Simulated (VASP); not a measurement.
Energy against volume of NiAl (CsCl type). Calculation: optB86b-vdW, VASP's PBE PAW potentials (set 64) (plane waves; VASP). Run with 520 eV cut-off, 13×13×13 Γ-centred mesh, first-order Methfessel-Paxton smearing of 0.10 eV, potentials Al Ni.

```tsv
V (Å³/atom)	E (eV/atom)
11.213	-3.34439
11.571	-3.36234
11.929	-3.36735
12.287	-3.36136
```

**Question.** Fit these four points and predict the energy of the run at 12.645 Å³/atom.

**Answer.** A cubic in V^(−2/3), the third-order Birch-Murnaghan form, passes through the four points with V0 = 11.90 Å³/atom and B0 = 165 GPa, and gives -3.3460 eV/atom there. The run gave -3.3460 eV/atom, +0.0 meV/atom from the fit; all five points give B0 = 165 GPa.

The compound is NiAl in the CsCl type structure. It was relaxed first. The run is not spin-polarised, so no magnetic state was tried.
